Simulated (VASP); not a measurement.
Input:

```
Pd3Ti
1.0
    3.82000     0.00000     0.00000
    0.00000     3.82000     0.00000
    0.00000     0.00000     3.82000
Ti Pd
1 3
Direct
  0.00000   0.00000   0.00000
  0.00000   0.50000   0.50000
  0.50000   0.00000   0.50000
  0.50000   0.50000   0.00000
```

Computed with PBEsol GGA, VASP's PBE PAW potentials (set 64) (plane waves; VASP). Settings: 300 eV cut-off, 6×6×6 Γ-centred mesh, Fermi-Dirac smearing of 0.10 eV, potentials Ti_sv Pd.

At this cut-off the stress carries a Pulay error, which pulls relaxed volumes low.

Task: Predict the energy per atom (σ→0), pressure, band gap (on the k-mesh) with the smallest direct gap where there is one.

Result: 
```yaml
band gap (on the k-mesh): none (metal, semimetal or under 0.01 eV)
energy per atom (σ→0): -7.221 eV/atom
pressure: 8.16 GPa
```

The structure comes from a measured TiPd3 entry of the Crystallography Open Database, whose conditions weren't checked. The cell was not relaxed at this level.
